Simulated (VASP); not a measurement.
Crystal: AlGa3O6.

```
Ga Al O
1.0
    -2.46588    4.27103    0.00000
    -4.93176    0.00000    0.00000
    -2.46588    1.42368    4.48740
Ga Al O
3 1 6
Direct
  0.35210 0.35210 0.94371
  0.14790 0.14790 0.55629
  0.85210 0.85210 0.44371
  0.64790 0.64790 0.05629
  0.25000 0.55615 0.25000
  0.44385 0.05615 0.75000
  0.55615 0.94385 0.25000
  0.94385 0.25000 0.25000
  0.05615 0.75000 0.75000
  0.75000 0.44385 0.75000
```

The cell comes from a database or a generator and needn't be the stable form of this composition.

```yaml
Program: VASP 6.6.1
Task: relaxation of cell and atoms
Functional: PBE
Potentials_or_basis: VASP PAW PBE potentials, release 64 (Ga_d, Al, O)
Cutoff: 600 eV
k_mesh: 6 × 6 × 6
Occupations: gaussian, width 0.02 eV
Spin: no spin polarisation
```

At the start: pressure 7.8 GPa; volume 9.45 Å³/atom.

Question: Where does the relaxation end?

Answer: Over 23 steps the energy falls by 31.9 meV/atom and the volume is 9.74 Å³/atom (+3.0 %); space group R3 (No. 146, to 0.05 Å).

Step by step:
```csv
step,energy change (eV),largest force (eV/Å),pressure (GPa),volume (Å³)
1,0.0000,1.2393,7.77,94.52
2,-0.2024,0.4854,-6.51,100.93
3,-0.2418,0.5176,-2.91,99.00
4,-0.2953,0.3860,0.01,97.50
5,-0.2965,0.3632,0.53,97.24
6,-0.3142,0.1914,0.28,97.30
7,-0.3169,0.1266,0.17,97.32
8,-0.3189,0.0328,-0.18,97.48
9,-0.3189,0.0321,-0.19,97.48
10,-0.3191,0.0118,0.13,97.33
11,-0.3191,0.0159,0.09,97.36
12,-0.3191,0.0124,0.00,97.39
13,-0.3191,0.0115,-0.02,97.39
14,-0.3191,0.0119,0.02,97.39
15,-0.3191,0.0054,0.02,97.41
16,-0.3191,0.0056,-0.01,97.42
17,-0.3191,0.0069,-0.07,97.41
18,-0.3191,0.0064,-0.04,97.41
19,-0.3191,0.0057,-0.06,97.39
20,-0.3191,0.0063,-0.02,97.39
21,-0.3191,0.0071,0.02,97.39
22,-0.3191,0.0069,0.00,97.40
23,-0.3191,0.0050,0.01,97.39
```

Final structure:
```xyz
10
Lattice="-2.4998 4.3297 0.0000 -4.9996 0.0000 0.0000 -2.4998 1.4432 4.4992" Properties=species:S:1:pos:R:3 pbc="T T T"
Ga   -4.9996    2.8865    4.2052
Ga   -2.4998    1.4432    2.5529
Ga   -7.4993    4.3297    1.8955
Al   -4.9996    2.8865    0.2292
O    -4.0504    1.5090    1.1227
O    -3.2271    3.0313    3.4151
O    -6.6671    2.7532    1.1227
O    -4.2812    4.3972    1.1227
O    -5.7604    1.2792    3.4151
O    -6.0111    4.3491    3.4151
```
